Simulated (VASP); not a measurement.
Output of a VASP run:

**OUTCAR**
```
 ion  position               nearest neighbor table
   1  0.333  0.667  0.321-   2 2.74   2 2.74   2 2.74
   2  0.667  0.333  0.440-   1 2.74   1 2.74   1 2.74   3 2.74   3 2.74   3 2.74
   3  0.333  0.667  0.560-   4 2.74   4 2.74   4 2.74   2 2.74   2 2.74   2 2.74
   4  0.667  0.333  0.679-   3 2.74   3 2.74   3 2.74
  LATTYP: Found a hexagonal cell.
 ALAT       =     2.7371340000
 C/A-ratio  =     6.8357278087
 Subroutine PRICEL returns:
 Original cell was already a primitive cell.
 Subroutine GETGRP returns: Found 12 space group operations
The static configuration has the point symmetry D_3d.
The dynamic configuration has the point symmetry D_3d.
 Subroutine INISYM returns: Found 12 space group operations
 Subroutine IBZKPT returns following result:
 Found     12 irreducible k-points:

 Following reciprocal coordinates:
            Coordinates               Weight
  0.000000  0.000000  0.000000      1.000000
  0.111111  0.000000  0.000000      6.000000
  0.222222  0.000000  0.000000      6.000000
  0.333333  0.000000  0.000000      6.000000
  0.444444  0.000000  0.000000      6.000000
  0.111111  0.111111  0.000000      6.000000
  0.222222  0.111111  0.000000     12.000000
  0.333333  0.111111  0.000000     12.000000
  0.444444  0.111111  0.000000      6.000000
  0.222222  0.222222  0.000000      6.000000
  0.333333  0.222222  0.000000     12.000000
  0.333333  0.333333  0.000000      2.000000
   k-points           NKPTS =     12   k-points in BZ     NKDIM =     12   number of bands    NBANDS=     18
   number of dos      NEDOS =    301   number of ions     NIONS =      4
   total plane-waves  NPLWV =  27648
   dimension x,y,z NGX =    16 NGY =   16 NGZ =  108
   dimension x,y,z NGXF=    32 NGYF=   32 NGZF=  216
   ions per type =               4
   PREC   = accura    normal or accurate (medium, high low for compatibility)
   ISTART =      0    job   : 0-new  1-cont  2-samecut
   ICHARG =      2    charge: 1-file 2-atom 10-const
   ISPIN  =      1    spin polarized calculation?
   LNONCOLLINEAR =      F non collinear calculations
   LSORBIT =      F    spin-orbit coupling
   INIWAV =      1    electr: 0-lowe 1-rand  2-diag
   ENCUT  =  300.0 eV  22.05 Ry    4.70 a.u.   3.87  3.87 26.42*2*pi/ulx,y,z
   NELM   =    100;   NELMIN=  2; NELMDL= -5     # of ELM steps
   EDIFF  = 0.1E-05   stopping-criterion for ELM
   LREAL  =      F    real-space projection
   NLSPLINE    = F    spline interpolate recip. space projectors
   LMAXMIX     =    6 max onsite mixed and CHGCAR
   VOSKOWN=      0    Vosko Wilk Nusair interpolation
   EDIFFG = 0.1E-04   stopping-criterion for IOM
   NSW    =      0    number of steps for IOM
   NBLOCK =      1;   KBLOCK =      1    inner block; outer block
   IBRION =     -1    ionic relax: 0-MD 1-quasi-New 2-CG
   NFREE  =      0    steps in history (QN), initial steepest desc. (CG)
   ISIF   =      2    stress and relaxation
   ISYM   =      2    0-nonsym 1-usesym 2-fastsym
   TEIN   =    0.0    initial temperature
   TEBEG  =    0.0;   TEEND  =   0.0 temperature during run
   SMASS  =  -3.00    Nose mass-parameter (am)
   PSTRESS=    0.0 pullay stress
   NELECT =      28.0000    total number of electrons
   EFERMI =   0.00;   METHOD = LEGACY
   ISMEAR =    -1;   SIGMA  =   0.05  broadening in eV -4-tet -1-fermi 0-gaus
   IALGO  =     38    algorithm
   LDIAG  =      T    sub-space diagonalisation (order eigenvalues)
   IMIX   =      4    mixing-type and parameters
     AMIX     =   0.40;   BMIX     =  1.00
     AMIX_MAG =   1.60;   BMIX_MAG =  1.00
     AMIN     =   0.10
   GGA     = PS    functional components
   VOSKOWN =     0    Vosko Wilk Nusair interpolation
   LHFCALC =     F    Hartree Fock is set to
   LHFONE  =     F    Hartree Fock one center treatment
   AEXX    =    0.0000 exact exchange contribution
   IVDW    =     0    specifies the selected vdW correction
   LEPSILON=     F    determine dielectric tensor
   LRPA    =     F    only Hartree local field effects (RPA)
  energy-cutoff  :      300.00
...
```

### OSZICAR
```
       N       E                     dE             d eps       ncg     rms          rms(c)
DAV:   1     0.183460934592E+03    0.18346E+03   -0.84989E+03   722   0.124E+03
DAV:   2    -0.132466605769E+02   -0.19671E+03   -0.18373E+03   750   0.103E+03
DAV:   3    -0.469279753417E+02   -0.33681E+02   -0.31468E+02   790   0.317E+02
DAV:   4    -0.527756117967E+02   -0.58476E+01   -0.52848E+01   820   0.104E+02
DAV:   5    -0.539548741525E+02   -0.11793E+01   -0.11089E+01   856   0.303E+01    0.596E+01
DAV:   6    -0.524258996144E+02    0.15290E+01   -0.16555E+01   854   0.651E+01    0.268E+01
DAV:   7    -0.670336921892E+02   -0.14608E+02   -0.15072E+02   864   0.223E+02    0.250E+01
DAV:   8    -0.495197285505E+02    0.17514E+02   -0.80705E+01   796   0.161E+02    0.753E+00
DAV:   9    -0.506092212142E+02   -0.10895E+01   -0.13332E+01   856   0.411E+01    0.271E+00
DAV:  10    -0.507770399384E+02   -0.16782E+00   -0.23349E+00   822   0.179E+01    0.269E+00
DAV:  11    -0.508254551039E+02   -0.48415E-01   -0.44651E-01   856   0.674E+00    0.263E+00
DAV:  12    -0.508506484208E+02   -0.25193E-01   -0.12794E-01   864   0.399E+00    0.244E+00
DAV:  13    -0.508886118156E+02   -0.37963E-01   -0.10179E-01   848   0.576E+00    0.185E+00
DAV:  14    -0.508505462922E+02    0.38066E-01   -0.62253E-02   832   0.423E+00    0.163E+00
DAV:  15    -0.508341661948E+02    0.16380E-01   -0.50409E-02   864   0.351E+00    0.905E-01
DAV:  16    -0.508318047569E+02    0.23614E-02   -0.12778E-02   864   0.143E+00    0.600E-01
DAV:  17    -0.508302848223E+02    0.15199E-02   -0.92819E-03   856   0.122E+00    0.362E-01
DAV:  18    -0.508298911898E+02    0.39363E-03   -0.66978E-03   856   0.127E+00    0.853E-02
DAV:  19    -0.508301158919E+02   -0.22470E-03   -0.23777E-03   856   0.452E-01    0.634E-02
DAV:  20    -0.508301888457E+02   -0.72954E-04   -0.83145E-04   792   0.228E-01    0.299E-02
DAV:  21    -0.508302630383E+02   -0.74193E-04   -0.32775E-04   768   0.883E-02    0.412E-02
DAV:  22    -0.508303224937E+02   -0.59455E-04   -0.22220E-04   632   0.105E-01    0.501E-02
DAV:  23    -0.508303291282E+02   -0.66345E-05   -0.12827E-04   784   0.174E-01    0.280E-02
DAV:  24    -0.508303399955E+02   -0.10867E-04   -0.63169E-05   616   0.116E-01    0.117E-02
DAV:  25    -0.508303501890E+02   -0.10194E-04   -0.25285E-05   688   0.333E-02    0.208E-03
DAV:  26    -0.508303516133E+02   -0.14243E-05   -0.83776E-06   456   0.190E-02    0.418E-03
DAV:  27    -0.508303539102E+02   -0.22969E-05   -0.69080E-06   432   0.400E-02    0.350E-03
DAV:  28    -0.508303544790E+02   -0.56884E-06   -0.39463E-06   384   0.302E-02
   1 F= -.50830354E+02 E0= -.50816459E+02  d E =-.277917E-01
```

**OUTCAR**
```
------------------------ aborting loop because EDIFF is reached ----------------------------------------
  FORCE on cell =-STRESS in cart. coord.  units (eV):
  Direction    XX          YY          ZZ          XY          YZ          ZX
  --------------------------------------------------------------------------------------
  Total       -4.6551771     -4.6551748     -6.2582253      0.0000000     -0.0000000      0.0000000
  in kB      -61.4388850    -61.4388550    -82.5958660      0.0000000     -0.0000000      0.0000000
  external PRESSURE =     -68.4912020 kB  Pullay stress =       0.0000000 kB
  volume of cell :      121.40
      direct lattice vectors                 reciprocal lattice vectors
     2.737134000  0.000000000  0.000000000     0.365345650  0.210932461  0.000000000
    -1.368567000  2.370427000  0.000000000     0.000000000  0.421864921  0.000000000
     0.000000000  0.000000000 18.710303000     0.000000000  0.000000000  0.053446489
 POSITION                                       TOTAL-FORCE (eV/Angst)
 -----------------------------------------------------------------------------------
     -0.00000      1.58029      6.00000        -0.000000      0.000000      1.344667
      1.36857      0.79014      8.23669         0.000000      0.000000     -1.450078
     -0.00000      1.58029     10.47350        -0.000000      0.000000      1.450078
      1.36857      0.79014     12.71030         0.000000      0.000000     -1.344667
 -----------------------------------------------------------------------------------
    total drift:                                0.000000     -0.000000      0.032804
  FREE ENERGIE OF THE ION-ELECTRON SYSTEM (eV)
  ---------------------------------------------------
  free  energy   TOTEN  =       -50.8303544790 eV

  energy  without entropy=      -50.8025627744  energy(sigma->0) =      -50.81645863
```
(Selected blocks of OUTCAR.)

### POSCAR
```
Re
1
    2.7371340000     0.0000000000     0.0000000000
   -1.3685670000     2.3704270000     0.0000000000
    0.0000000000     0.0000000000    18.7103030000
Re
4
Direct
  0.3333330000   0.6666670000   0.3206790000
  0.6666670000   0.3333330000   0.4402220000
  0.3333330000   0.6666670000   0.5597720000
  0.6666670000   0.3333330000   0.6793210000
```

**Question.** Write an INCAR and KPOINTS that could have produced this output.

**Answer.** Several could match; the one computed here: the input of the run itself, PBEsol GGA, plane waves, VASP's PBE PAW potentials (set 64).

INCAR:
```
SYSTEM = Re
PREC = Accurate
ENCUT = 300
EDIFF = 1E-6
NELM = 100
ALGO = Normal
LREAL = .FALSE.
LASPH = .TRUE.
ISMEAR = -1
SIGMA = 0.05
GGA = PS
LMAXMIX = 6
LWAVE = .FALSE.
LCHARG = .FALSE.
ISIF = 2
```

### KPOINTS
```
Automatic mesh
0
Gamma
9 9 1
0 0 0
```

POTCAR, in this order: Re (PBE.64 set). Program: vasp_std.

At this cut-off the stress carries a Pulay error, which pulls relaxed volumes low. The cell holds a wide vacuum, so values per volume refer to the whole cell.

The cell is a sheet with vacuum, built from a database entry that may be metastable or hypothetical.
